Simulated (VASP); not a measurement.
Input for VASP

File KPOINTS:
```
K-points
0
G
9 9 9
0 0 0
```

INCAR:
```
! general
SYSTEM =Ni3Fe
PREC   =Accurate
ENCUT  =500
LREAL  =F
LASPH  =T

! electronic loop
EDIFF  =1E-6
NELM   =100
ALGO   =Normal
LMAXMIX=4

! smearing
ISMEAR =1
SIGMA  =0.1

! spin
ISPIN  =2
MAGMOM =2.7 3*0.6

! ions
IBRION =2
NSW    =40
ISIF   =3
EDIFFG =-0.02
PSTRESS=200

! output
LWAVE  =F
LCHARG =F
LORBIT =10
```

### POSCAR
```
Ni3Fe
1.0
  3.4035477779   0.0000000000   0.0000000000
  0.0000000000   3.4035477779   0.0000000000
  0.0000000000   0.0000000000   3.4035477779
Fe Ni
1 3
direct
  0.0000000000   0.0000000000   0.0000000000
  0.0000000000   0.5000000000   0.5000000000
  0.5000000000   0.0000000000   0.5000000000
  0.5000000000   0.5000000000   0.0000000000
```

POTCAR, in this order: Fe Ni (LDA.64 set). Program: vasp_std.

### Question
Write an equivalent input for Ansatz.

### Answer
One equivalent input (not run):
Ansatz 0.2 input:
```yaml
crystal:
  lattice:
    - [3.4035478, 0.0000000, 0.0000000]
    - [0.0000000, 3.4035478, 0.0000000]
    - [0.0000000, 0.0000000, 3.4035478]
  atoms:
    - { symbol: Fe, position: [0.0000000, 0.0000000, 0.0000000], spin: 2.7 }
    - { symbol: Ni, position: [0.0000000, 0.5000000, 0.5000000], spin: 0.6 }
    - { symbol: Ni, position: [0.5000000, 0.0000000, 0.5000000], spin: 0.6 }
    - { symbol: Ni, position: [0.5000000, 0.5000000, 0.0000000], spin: 0.6 }
kpoints:
  mp_grid: { grid: [9, 9, 9] }
hamiltonian:
  xc: lda
  pseudopotentials: { kind: paw }
magnetization: { spin_polarized: true }
scf:
  occupations: { method: methfessel_paxton, width: 0.1 }
  max_iter: 100
relax:
  max_steps: 40
  f_tol: 0.02
  cell: { p_target: 20 }
output: { forces: true, stress: true, eigenvalues: true }
```
The two are equivalent in intent, not identical: each code has its own PAW files, so the cut-off isn't converted (ENCUT is set for VASP's; basis.ecutwfc is left out, and Ansatz then takes the one that its files recommend); Ansatz stops its SCF on the density residual and VASP on the energy change (EDIFF); Ansatz's lda is the Perdew-Wang form, while the LDA potentials of VASP carry Perdew-Zunger's.

The compound is Ni3Fe in the L1_2 structure. This run relaxes it under an external pressure of 20 GPa. Symmetry was kept, so distortions that lower it aren't found.
